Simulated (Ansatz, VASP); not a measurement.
## Two plane-wave programs on SrB2

```xyz
3
Lattice="0.0000 2.8429 2.8429 2.8429 0.0000 2.8429 2.8429 2.8429 0.0000" Properties=species:S:1:pos:R:3 pbc="T T T"
Sr    4.2644    4.2644    4.2644
B     1.4215    1.4215    1.4215
B     2.8429    2.8429    2.8429
```

Alike in both runs: task relaxation of cell and atoms; functional PBE; k mesh 6 × 6 × 6; occupations gaussian, width 0.1 eV; no spin polarisation.

```csv
,VASP,Ansatz
version,VASP 6.6.1,Ansatz 0.2.0
potentials or method,"VASP PAW PBE potentials, release 64 (Sr_sv, B)","scalar-relativistic, plane waves, PAW"
plane-wave cutoff (eV),600,420
valence electrons in the cell,16,16
```

|  | VASP | Ansatz | Ansatz less VASP |
| --- | --- | --- | --- |
| gap on the k mesh at the Fermi level, each at its own relaxed structure (eV) | 0.82 | 0.84 | +0.017 |
| relaxed volume (Å³/atom) | 16.41 | 16.27 | -0.142 |
| relaxed cell length with the largest relative difference (Å) | 4.114 | 4.102 | -0.0119 |
| energy change over the relaxation (meV/atom) | -15 | -13 | +2.2 |

A k mesh can miss the band edges.
